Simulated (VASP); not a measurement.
A convergence study with VASP on HgS (zinc blende): one setting is varied, all else stays as given below, so the limit is that of these other settings. Each run relaxes cell and ions from the cell shown. The basis is that of the starting cell, so low cut-offs carry a Pulay error.

```
HgS
1.0
    0.00000     2.92500     2.92500
    2.92500     0.00000     2.92500
    2.92500     2.92500     0.00000
Hg S
1 1
Direct
  0.00000   0.00000   0.00000
  0.25000   0.25000   0.25000
```

Calculation: PBE GGA, VASP's PBE PAW potentials (set 64) (plane waves; VASP). The tightest run used: 700 eV cut-off, 7×7×7 Γ-centred mesh, Gaussian smearing of 0.050 eV, potentials Hg S.

Q: The settings run are ENCUT = 200; ENCUT = 250; ENCUT = 300; ENCUT = 350; ENCUT = 400; ENCUT = 450; ENCUT = 500; ENCUT = 550; ENCUT = 600; ENCUT = 650; ENCUT = 700. From which on does the relaxed volume stay within 0.1 Å³/atom of the tightest run?

A: From ENCUT = 400 on: it is off by 0.072 there and by no more than 0.1 in any finer run, while ENCUT = 350 is off by 0.220.
| setting | relaxed volume (Å³/atom) | E (eV/atom) | plane waves | difference judged (Å³/atom) |
|---|---|---|---|---|
| ENCUT = 200 | 23.572 | -2.2279 | 331 | 3.463 |
| ENCUT = 250 | 26.401 | -2.2590 | 459 | 0.634 |
| ENCUT = 300 | 26.800 | -2.2679 | 609 | 0.235 |
| ENCUT = 350 | 26.814 | -2.2707 | 757 | 0.220 |
| ENCUT = 400 | 26.963 | -2.2755 | 941 | 0.072 |
| ENCUT = 450 | 27.026 | -2.2767 | 1096 | 0.009 |
| ENCUT = 500 | 27.011 | -2.2761 | 1283 | 0.023 |
| ENCUT = 550 | 27.003 | -2.2761 | 1480 | 0.032 |
| ENCUT = 600 | 27.016 | -2.2767 | 1690 | 0.019 |
| ENCUT = 650 | 27.031 | -2.2770 | 1899 | 0.004 |
| ENCUT = 700 | 27.035 | -2.2770 | 2126 | 0.000 |

Left out are rungs that failed or repeat a setting and relaxations that didn't move; long series are thinned to 24 rows.

The compound is HgS in the zinc blende structure, metacinnabar; cinnabar is the stable form.
